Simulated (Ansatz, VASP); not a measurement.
# Ru ((20-21) twin boundary in hcp Ru): VASP beside Ansatz

One calculation is typed for both programs; each brings its own data sets. How far apart do they land? Of the first pair: The structure shown is the start of the Ansatz relaxation below; VASP solves that cell, so the two are compared at the walk's first step.

Method: plane waves, with VASP 6.6.1 beside it; single point at PBE, in Ansatz 0.2.0.

## 1. Set-up

The cell holds 72 atoms: 72 Ru. Cell: a = 8.980 Å, b = 5.430 Å, c = 21.374 Å, α = 90.0°, β = 90.0°, γ = 98.7°. It derives from Ru. Two grains of Ru, one the mirror image of the other in the boundary plane, two boundaries a cell; of 6 trial joints (lateral shifts, openings, close atoms taken out) the lowest after a short relaxation with the MACE-MP-0b2 potential was kept (shift [0.5, 0.5] of the surface cell, opening 1.07 A, one of each pair under 1.88 A removed), then its atoms and the cell's length along the normal were relaxed with that potential. Lattice constants are starting values near those of PBE. The structure's axis is c.

## 2. Ansatz: relaxation, PBE

Ansatz runs on its default PAW (the set named soft_2) files.

The two programs are compared at the cell with which this relaxation starts, whose forces are those of its first step.

File input.yaml:

```yaml
crystal:
  lattice:
    - [8.98025, 0.0, 0.0]
    - [-0.82083, 5.3676, 0.0]
    - [0.0, 0.0, 21.37351]
  atoms:
    - { symbol: Ru, position: [0.5424, 0.40251, 0.00559] }
    - { symbol: Ru, position: [0.80206, 0.18999, 0.01071] }
    - { symbol: Ru, position: [0.07348, 0.25419, 0.05899] }
    - { symbol: Ru, position: [0.32751, 0.08721, 0.06767] }
    - { symbol: Ru, position: [0.6055, 0.15235, 0.11251] }
    - { symbol: Ru, position: [0.86026, 0.45841, 0.11988] }
    - { symbol: Ru, position: [0.13808, 0.03206, 0.16598] }
    - { symbol: Ru, position: [0.39491, 0.35114, 0.1743] }
    - { symbol: Ru, position: [0.6758, 0.42005, 0.21941] }
    - { symbol: Ru, position: [0.93087, 0.23164, 0.22871] }
    - { symbol: Ru, position: [0.21173, 0.30065, 0.27383] }
    - { symbol: Ru, position: [0.46857, 0.11969, 0.28214] }
    - { symbol: Ru, position: [0.74638, 0.1932, 0.32824] }
    - { symbol: Ru, position: [0.00113, 0.99933, 0.33561] }
    - { symbol: Ru, position: [0.27908, 0.0645, 0.38046] }
    - { symbol: Ru, position: [0.53311, 0.39745, 0.38912] }
    - { symbol: Ru, position: [0.80453, 0.46145, 0.43738] }
    - { symbol: Ru, position: [0.06423, 0.24907, 0.44255] }
    - { symbol: Ru, position: [0.0424, 0.65251, 0.94254] }
    - { symbol: Ru, position: [0.30206, 0.43999, 0.93742] }
    - { symbol: Ru, position: [0.57348, 0.50419, 0.88914] }
    - { symbol: Ru, position: [0.82751, 0.33721, 0.88046] }
    - { symbol: Ru, position: [0.1055, 0.40236, 0.83562] }
    - { symbol: Ru, position: [0.36026, 0.70841, 0.82825] }
    - { symbol: Ru, position: [0.63808, 0.28206, 0.78215] }
    - { symbol: Ru, position: [0.89491, 0.60114, 0.77383] }
    - { symbol: Ru, position: [0.1758, 0.67005, 0.72872] }
    - { symbol: Ru, position: [0.43087, 0.48164, 0.71943] }
    - { symbol: Ru, position: [0.71173, 0.55065, 0.67431] }
    - { symbol: Ru, position: [0.96857, 0.36969, 0.66599] }
    - { symbol: Ru, position: [0.24638, 0.4432, 0.61989] }
    - { symbol: Ru, position: [0.50113, 0.24933, 0.61252] }
    - { symbol: Ru, position: [0.77908, 0.3145, 0.56767] }
    - { symbol: Ru, position: [0.03311, 0.64745, 0.55901] }
    - { symbol: Ru, position: [0.30453, 0.71145, 0.51075] }
    - { symbol: Ru, position: [0.56423, 0.49907, 0.50558] }
    - { symbol: Ru, position: [0.5424, 0.90251, 0.00559] }
    - { symbol: Ru, position: [0.80206, 0.68999, 0.01071] }
    - { symbol: Ru, position: [0.07348, 0.75419, 0.05899] }
    - { symbol: Ru, position: [0.32751, 0.58721, 0.06767] }
    - { symbol: Ru, position: [0.6055, 0.65235, 0.11251] }
    - { symbol: Ru, position: [0.86026, 0.95841, 0.11988] }
    - { symbol: Ru, position: [0.13808, 0.53206, 0.16598] }
    - { symbol: Ru, position: [0.39491, 0.85114, 0.1743] }
    - { symbol: Ru, position: [0.6758, 0.92005, 0.21941] }
    - { symbol: Ru, position: [0.93087, 0.73164, 0.22871] }
    - { symbol: Ru, position: [0.21173, 0.80065, 0.27383] }
    - { symbol: Ru, position: [0.46857, 0.61969, 0.28214] }
    - { symbol: Ru, position: [0.74638, 0.6932, 0.32824] }
    - { symbol: Ru, position: [0.00113, 0.49933, 0.33561] }
    - { symbol: Ru, position: [0.27908, 0.5645, 0.38046] }
    - { symbol: Ru, position: [0.53311, 0.89745, 0.38912] }
    - { symbol: Ru, position: [0.80453, 0.96145, 0.43738] }
    - { symbol: Ru, position: [0.06423, 0.74907, 0.44255] }
    - { symbol: Ru, position: [0.0424, 0.15251, 0.94254] }
    - { symbol: Ru, position: [0.30206, 0.93999, 0.93742] }
    - { symbol: Ru, position: [0.57348, 0.00419, 0.88914] }
    - { symbol: Ru, position: [0.82751, 0.83721, 0.88046] }
    - { symbol: Ru, position: [0.1055, 0.90236, 0.83562] }
    - { symbol: Ru, position: [0.36026, 0.20842, 0.82825] }
    - { symbol: Ru, position: [0.63808, 0.78206, 0.78215] }
    - { symbol: Ru, position: [0.89491, 0.10114, 0.77383] }
    - { symbol: Ru, position: [0.1758, 0.17005, 0.72872] }
    - { symbol: Ru, position: [0.43087, 0.98164, 0.71943] }
    - { symbol: Ru, position: [0.71173, 0.05065, 0.67431] }
    - { symbol: Ru, position: [0.96857, 0.86969, 0.66599] }
    - { symbol: Ru, position: [0.24638, 0.9432, 0.61989] }
    - { symbol: Ru, position: [0.50113, 0.74933, 0.61252] }
    - { symbol: Ru, position: [0.77908, 0.8145, 0.56767] }
    - { symbol: Ru, position: [0.03311, 0.14745, 0.55901] }
    - { symbol: Ru, position: [0.30453, 0.21145, 0.51075] }
    - { symbol: Ru, position: [0.56423, 0.99907, 0.50558] }
kpoints:
  mp_grid: { grid: [3, 4, 1] }
hamiltonian:
  xc: pbe
scf:
  occupations: { method: fermi_dirac, width: 0.1 }
output:
  forces: true
relax:
  f_tol: 0.05
  max_steps: 120
```

Command:

```bash
$ ansatz run input.yaml --threads 6 --pin off --max-ram 102400MiB --backend cuda --events-out ev --progress --plain --runs-dir out
```

Numbers of over 12 decimals in the logs are rounded to 6 here.

Output:

```text
Warning: the atoms were moved onto the symmetric positions of the space group found under crystal.symmetry.tolerance 1.0e-5 (fractional; no operation is sought that the atoms, as they stand in a round, miss by more than twice it, and no atom is moved by as much as it), and the run uses the moved positions. Before a round's move an operation carried an atom to 1.90e-4 Å from where it should land, the largest such dist [...]
Engine: ansatz 0.2.0, x86_64-unknown-linux-gnu
Pseudopotentials: kind: paw
Pseudopotential: Ru, paw, valence charge 16, recommended cutoff 420 eV (normal), Ru.paw.azcp
Functional definition: PBE
  parameter kappa = 0.804
  parameter beta = 0.066725
  exchange = pbe_x(kappa = kappa, mu = beta*pi^2/3)
  correlation = pbe_c(beta = beta)
[...]
atom  23  Ru    -0.01967924     0.01595746     0.02845980
  atom  24  Ru     0.01128188    -0.00767853     0.04234241
  atom  25  Ru    -0.00792258    -0.01161966    -0.03810583
  atom  26  Ru     0.03686207     0.01352513     0.01002469
  atom  27  Ru    -0.04215791     0.00017464    -0.01006919
  atom  28  Ru     0.04173077    -0.00039145     0.01009951
  atom  29  Ru    -0.03683924    -0.01378649    -0.01007134
  atom  30  Ru     0.00779875     0.01034024     0.03802082
  atom  31  Ru    -0.01169239     0.00840122    -0.04243426
  atom  32  Ru     0.02015147    -0.01690339    -0.02846337
  atom  33  Ru    -0.03311771    -0.01335599    -0.04773829
  atom  34  Ru    -0.00534903     0.00347038    -0.00093761
  atom  35  Ru     0.02812709    -0.01109597    -0.04034421
  atom  36  Ru     0.00881926     0.02751182     0.02528994
  atom  37  Ru    -0.00887439    -0.02664655     0.02543166
  atom  38  Ru    -0.02819413     0.01137871    -0.04008019
  atom  39  Ru     0.00578203    -0.00293532    -0.00097750
  atom  40  Ru     0.03327368     0.01365361    -0.04780116
  atom  41  Ru    -0.01967924     0.01595746    -0.02845980
  atom  42  Ru     0.01128188    -0.00767853    -0.04234241
  atom  43  Ru    -0.00792258    -0.01161966     0.03810583
  atom  44  Ru     0.03686207     0.01352513    -0.01002469
  atom  45  Ru    -0.04215791     0.00017464     0.01006919
  atom  46  Ru     0.04173077    -0.00039145    -0.01009951
[...]
atom  65  Ru    -0.03683924    -0.01378649    -0.01007134
  atom  66  Ru     0.00779875     0.01034024     0.03802082
  atom  67  Ru    -0.01169239     0.00840122    -0.04243426
  atom  68  Ru     0.02015147    -0.01690339    -0.02846337
  atom  69  Ru    -0.03311771    -0.01335599    -0.04773829
  atom  70  Ru    -0.00534903     0.00347038    -0.00093761
  atom  71  Ru     0.02812709    -0.01109597    -0.04034421
  atom  72  Ru     0.00881926     0.02751182     0.02528994
  max |Σ_I F_I| component: 1.48e-6 eV/Å
--- Relaxed structure (4 steps of the walk, 4 accepted, 0 SCFs on fresh bases) ---
  F+E_penalty+E_count = -423257.86915142 eV   max|allowed force component| = 4.780e-2 eV/Å
  atoms:
    - { symbol: Ru, position: [0.534977, 0.372545, 0.00458045] }
    - { symbol: Ru, position: [0.791984, 0.194959, 0.0086397] }
    - { symbol: Ru, position: [0.073684, 0.275641, 0.056359] }
    - { symbol: Ru, position: [0.327107, 0.077647, 0.067562] }
    - { symbol: Ru, position: [0.606205, 0.145719, 0.110736] }
    - { symbol: Ru, position: [0.862211, 0.462262, 0.117160] }
    - { symbol: Ru, position: [0.136946, 0.039800, 0.165001] }
    - { symbol: Ru, position: [0.394879, 0.349754, 0.173792] }
    - { symbol: Ru, position: [0.676297, 0.417161, 0.219030] }
    - { symbol: Ru, position: [0.930338, 0.234514, 0.229100] }
    - { symbol: Ru, position: [0.211750, 0.301925, 0.274339] }
    - { symbol: Ru, position: [0.469685, 0.111890, 0.283129] }
    - { symbol: Ru, position: [0.744415, 0.189381, 0.330970] }
    - { symbol: Ru, position: [0.000419018, 1.005950, 0.337394] }
    - { symbol: Ru, position: [0.279516, 0.074001, 0.380568] }
    - { symbol: Ru, position: [0.532936, 0.376005, 0.391771] }
    - { symbol: Ru, position: [0.814637, 0.456667, 0.439489] }
    - { symbol: Ru, position: [0.071646, 0.279078, 0.443549] }
    - { symbol: Ru, position: [0.034977, 0.622545, 0.943551] }
    - { symbol: Ru, position: [0.291984, 0.444959, 0.939491] }
    - { symbol: Ru, position: [0.573684, 0.525641, 0.891772] }
    - { symbol: Ru, position: [0.827107, 0.327647, 0.880569] }
    - { symbol: Ru, position: [0.106205, 0.395719, 0.837395] }
    - { symbol: Ru, position: [0.362211, 0.712262, 0.830971] }
[...]
- { symbol: Ru, position: [0.711750, 0.051925, 0.673792] }
    - { symbol: Ru, position: [0.969685, 0.861890, 0.665002] }
    - { symbol: Ru, position: [0.244415, 0.939381, 0.617162] }
    - { symbol: Ru, position: [0.500419, 0.755950, 0.610737] }
    - { symbol: Ru, position: [0.779516, 0.824001, 0.567563] }
    - { symbol: Ru, position: [0.032936, 0.126005, 0.556360] }
    - { symbol: Ru, position: [0.314637, 0.206667, 0.508642] }
    - { symbol: Ru, position: [0.571646, 1.029078, 0.504582] }
```

## 3. VASP: single point, PBE, start cell, pair 1

The same cell, functional, mesh and smearing now go to VASP, with its own data sets.

Lines of VASP's logs that name or quote its potential files are left out, and so is its time.

File INCAR:

```
SYSTEM = Ru
PREC = Accurate
ENCUT = 400
EDIFF = 1E-06
NELM = 120
ISMEAR = -1
SIGMA = 0.1
LREAL = Auto
ALGO = Normal
GGA = PE
NBANDS = 584
LASPH = .TRUE.
LORBIT = 11
LWAVE = .FALSE.
LCHARG = .FALSE.
ISIF = 2
GGA_COMPAT = .FALSE.
KPAR = 4
```

File POSCAR:

```
Ru
1.0
    8.9802500000      0.0000000000      0.0000000000
   -0.8208300000      5.3676000000      0.0000000000
    0.0000000000      0.0000000000     21.3735100000
Ru
72
Direct
    0.5424021152      0.4025076384      0.0055910330
    0.8020600452      0.1899918027      0.0107095184
    0.0734795267      0.2541918176      0.0589889072
    0.3275083712      0.0872084358      0.0676725535
    0.6055019912      0.1523585960      0.1125107668
    0.8602626670      0.4584171697      0.1198820408
    0.1380826608      0.0320627469      0.1659811607
    0.3949105757      0.3511439004      0.1742998693
    0.6757982184      0.4200573813      0.2194117858
    0.9308725620      0.2316491542      0.2287060010
    0.2117289095      0.3006557866      0.2738249356
    0.4685656352      0.1196810493      0.2821389654
    0.7463801118      0.1931962143      0.3282427640
    0.0011308958      0.9993293092      0.3356116987
    0.2790808413      0.0644980997      0.3804616087
    0.5331101449      0.3974588270      0.3891218615
    0.8045312170      0.4614539086      0.4373825356
    0.0642316900      0.2490684850      0.4425524866
    0.0424021152      0.6525076384      0.9425405560
    0.3020600452      0.4399918027      0.9374220706
    0.5734795267      0.5041918176      0.8891426818
    0.8275083712      0.3372084358      0.8804590355
    0.1055019912      0.4023585960      0.8356208222
    0.3602626670      0.7084171697      0.8282495482
    0.6380826608      0.2820627469      0.7821504282
    0.8949105757      0.6011439004      0.7738317197
    0.1757982184      0.6700573813      0.7287198032
    0.4308725620      0.4816491542      0.7194255880
    0.7117289095      0.5506557866      0.6743066534
    0.9685656352      0.3696810493      0.6659926236
    0.2463801118      0.4431962143      0.6198888250
    0.5011308958      0.2493293092      0.6125198902
    0.7790808413      0.3144980997      0.5676699802
    0.0331101449      0.6474588270      0.5590097274
    0.3045312170      0.7114539086      0.5107490533
    0.5642316900      0.4990684850      0.5055791024
    0.5424021152      0.9025076384      0.0055910330
    0.8020600452      0.6899918027      0.0107095184
    0.0734795267      0.7541918176      0.0589889072
    0.3275083712      0.5872084358      0.0676725535
    0.6055019912      0.6523585960      0.1125107668
    0.8602626670      0.9584171697      0.1198820408
    0.1380826608      0.5320627469      0.1659811607
    0.3949105757      0.8511439004      0.1742998693
    0.6757982184      0.9200573813      0.2194117858
    0.9308725620      0.7316491542      0.2287060010
    0.2117289095      0.8006557866      0.2738249356
    0.4685656352      0.6196810493      0.2821389654
    0.7463801118      0.6931962143      0.3282427640
    0.0011308958      0.4993293092      0.3356116987
    0.2790808413      0.5644980997      0.3804616087
    0.5331101449      0.8974588270      0.3891218615
    0.8045312170      0.9614539086      0.4373825356
    0.0642316900      0.7490684850      0.4425524866
    0.0424021152      0.1525076384      0.9425405560
    0.3020600452      0.9399918027      0.9374220706
    0.5734795267      0.0041918176      0.8891426818
    0.8275083712      0.8372084358      0.8804590355
    0.1055019912      0.9023585960      0.8356208222
    0.3602626670      0.2084171697      0.8282495482
    0.6380826608      0.7820627469      0.7821504282
    0.8949105757      0.1011439004      0.7738317197
    0.1757982184      0.1700573813      0.7287198032
    0.4308725620      0.9816491542      0.7194255880
    0.7117289095      0.0506557866      0.6743066534
    0.9685656352      0.8696810493      0.6659926236
    0.2463801118      0.9431962143      0.6198888250
    0.5011308958      0.7493293092      0.6125198902
    0.7790808413      0.8144980997      0.5676699802
    0.0331101449      0.1474588270      0.5590097274
    0.3045312170      0.2114539086      0.5107490533
    0.5642316900      0.9990684850      0.5055791024
```

File KPOINTS:

```
Automatic mesh
0
Gamma
3 4 1
0 0 0
```

The projector-augmented-wave data sets are Ru_pv (PBE family, release 64).

Command:

```bash
$ mpirun -np 8 vasp_std
```

Output:

```text
[banner, memory and clock lines left out]
running    8 mpi-ranks, on    1 nodes
[...]
|                                                                             |
|           W    W    AA    RRRRR   N    N  II  N    N   GGGG   !!!           |
|           W    W   A  A   R    R  NN   N  II  NN   N  G    G  !!!           |
|           W    W  A    A  R    R  N N  N  II  N N  N  G       !!!           |
|           W WW W  AAAAAA  RRRRR   N  N N  II  N  N N  G  GGG   !            |
|           WW  WW  A    A  R   R   N   NN  II  N   NN  G    G                |
|           W    W  A    A  R    R  N    N  II  N    N   GGGG   !!!           |
|                                                                             |
|     For optimal performance we recommend to set                             |
|       NCORE = 2 up to number-of-cores-per-socket                            |
|     NCORE specifies how many cores store one orbital (NPAR=cpu/NCORE).      |
|     This setting can greatly improve the performance of VASP for DFT.       |
|     The default, NCORE=1 might be grossly inefficient on modern             |
|     multi-core architectures or massively parallel machines. Do your        |
|     Unfortunately you need to use the default for GW and RPA                |
|     calculations (for HF NCORE is supported but not extensively tested      |
|     yet).                                                                   |
|                                                                             |

 LDA part: xc-table for (Slater+PW92), standard interpolation
 POSCAR, INCAR and KPOINTS ok, starting setup
[...]
entering main loop
       N       E                     dE             d eps       ncg     rms          rms(c)
DAV:   1     0.121560685503E+05    0.12156E+05   -0.52320E+05  8528   0.159E+03
DAV:   2    -0.343577205293E+02   -0.12190E+05   -0.11879E+05  8320   0.552E+02
DAV:   3    -0.657293063558E+03   -0.62294E+03   -0.58172E+03 10896   0.113E+02
DAV:   4    -0.701261031233E+03   -0.43968E+02   -0.42280E+02 10296   0.215E+01
[...]
DAV:  20    -0.655732127487E+03    0.17966E-06   -0.97283E-05 10888   0.325E-02    0.321E-02
DAV:  21    -0.655732117440E+03    0.10047E-04   -0.33202E-05 10736   0.193E-02    0.102E-02
DAV:  22    -0.655732117388E+03    0.52591E-07   -0.74151E-06  8744   0.847E-03
   1 F= -.65573212E+03 E0= -.65460474E+03  d E =-.225475E+01
```

OUTCAR, selected parts (step 3):

```text
 POSITION                                       TOTAL-FORCE (eV/Angst)
 -----------------------------------------------------------------------------------
      4.54052      2.16050      0.11950        -0.031392     -0.775708      0.102845
      7.04675      1.01980      0.22890        -0.477022      0.429715     -0.433129
      0.45122      1.36440      1.26080        -0.107570      0.692947      0.037876
      2.86952      0.46810      1.44640         0.313879     -0.339703     -0.359036
      5.31250      0.81780      2.40475        -0.005706      0.017237     -0.316880
      7.34909      2.46060      2.56230         0.322545     -0.029717     -0.335126
      1.21370      0.17210      3.54760         0.010777      0.095999     -0.182589
      3.25817      1.88480      3.72540         0.062171      0.056811     -0.172005
      5.72404      2.25470      4.68960        -0.027353      0.047381     -0.009855
      8.16932      1.24340      4.88825         0.022347     -0.046024      0.010456
      1.65459      1.61380      5.85260        -0.062058     -0.061064      0.172929
      4.10960      0.64240      6.03030        -0.010017     -0.097007      0.182841
      6.54410      1.03700      7.01570        -0.323860      0.031067      0.334988
     -0.81012      5.36400      7.17320         0.007559     -0.019023      0.318173
[...]
-----------------------------------------------------------------------------------
    total drift:                               -0.015758      0.016265      0.000758

  FREE ENERGIE OF THE ION-ELECTRON SYSTEM (eV)
  ---------------------------------------------------
  free  energy   TOTEN  =      -655.7321173878 eV

  energy  without entropy=     -653.4773651338  energy(sigma->0) =     -654.60474126
```

The run ends at a pressure of -6.09 GPa, with forces up to 0.78 eV/Å.

## 4. Differences

Known differences besides the potentials themselves: the data sets hold 1152 valence electrons in Ansatz (on its default PAW (the set named soft_2) files) and 1008 in VASP; the cutoff is 420 eV in Ansatz and 400 eV in VASP (PREC = Accurate, projectors in real space). Total energies have different zeros and are not compared.

Forces on 7 of the 72 atoms, those with the largest forces and the largest differences (eV/Å; atoms numbered as in POSCAR):

| atom | Ansatz x, y, z | VASP x, y, z |
| --- | --- | --- |
| Ru18 | 0.028, 0.773, -0.098 | 0.028, 0.776, -0.102 |
| Ru19 | -0.031, -0.773, -0.098 | -0.031, -0.776, -0.103 |
| Ru36 | 0.028, 0.773, 0.098 | 0.028, 0.776, 0.102 |
| Ru37 | -0.031, -0.773, 0.098 | -0.031, -0.776, 0.103 |
| Ru54 | 0.028, 0.773, -0.098 | 0.028, 0.776, -0.102 |
| Ru55 | -0.031, -0.773, -0.098 | -0.031, -0.776, -0.103 |
| Ru72 | 0.028, 0.773, 0.098 | 0.028, 0.776, 0.102 |

The forces differ by 1.5 meV/Å r.m.s., which is 0.5 % of the r.m.s. force of 0.301 eV/Å (both taken over all components).

(Continued in part 2 of 2.)

[Lines on the potential files, build, host, timing and source positions are cut from VASP's logs without a mark.]

[Logs are printed without paths, hosts, clocks, repeated set-up lines and the standing remarks that a program may print on its own settings, such as how far it seeks lower states.]

[Hosts, paths, dates, database ids (printed as entryN), source tags and the programs' standing remarks are cut or masked in the printed files.]
